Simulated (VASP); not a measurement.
Given:

```xyz
17
Lattice="5.8765 0.0000 0.0000 2.9382 5.0892 0.0000 0.0000 0.0000 21.4556" Properties=species:S:1:pos:R:3 pbc="T T T"
Au     0.0000     0.0000     7.1292
Au     2.9382     0.0000     7.1292
Au     1.4691     2.5446     7.1292
Au     4.4074     2.5446     7.1292
Au     1.4691     0.8482     9.5282
Au     4.4074     0.8482     9.5282
Au     2.9382     3.3928     9.5282
Au     5.8765     3.3928     9.5282
Au     0.0000     1.6964    11.9273
Au     2.9382     1.6964    11.9273
Au     1.4691     4.2410    11.9273
Au     4.4074     4.2410    11.9273
Au     0.0000     0.0000    14.3264
Au     2.9382     0.0000    14.3264
Au     1.4691     2.5446    14.3264
Au     4.4074     2.5446    14.3264
S      2.9382     1.6964    15.7991
```

Calculation: PBE GGA, VASP's PBE PAW potentials (set 64) (plane waves; VASP 6.6.1). Settings: PREC = Normal, EDIFF = 1E-5, 400 eV cut-off, 5×5×1 Γ-centred mesh, first-order Methfessel-Paxton smearing of 0.10 eV, potentials Au S.

### Question
The ions are relaxed. Predict the relaxed structure.

### Answer

```xyz
17
Lattice="5.8765 0.0000 0.0000 2.9382 5.0892 0.0000 0.0000 0.0000 21.4556" Properties=species:S:1:pos:R:3 pbc="T T T"
Au     5.8765     0.0000     7.0752
Au     5.8765     5.0826     7.0978
Au     7.3399     2.5479     7.0978
Au     4.4131     2.5479     7.0978
Au     1.4680     0.8475     9.5309
Au     4.4085     0.8475     9.5309
Au     2.9382     3.3941     9.5309
Au     5.8765     3.3928     9.5090
Au     5.8765     1.7130    11.9132
Au     2.9382     1.6964    11.8901
Au     7.3312     4.2327    11.9132
Au     4.4217     4.2327    11.9132
Au     8.8147     5.0892    14.2209
Au     5.8765     5.0211    14.3739
Au     7.2866     2.5786    14.3739
Au     4.4663     2.5786    14.3739
S      2.9382     1.6964    16.0010
```

### Question
How much energy does the relaxation gain?

### Answer
The energy (σ→0) changes by -27.0 meV/atom, in 15 ionic steps.

The cell is a thin slab with vacuum, built from Au (fcc): (111) face, S adsorbed.
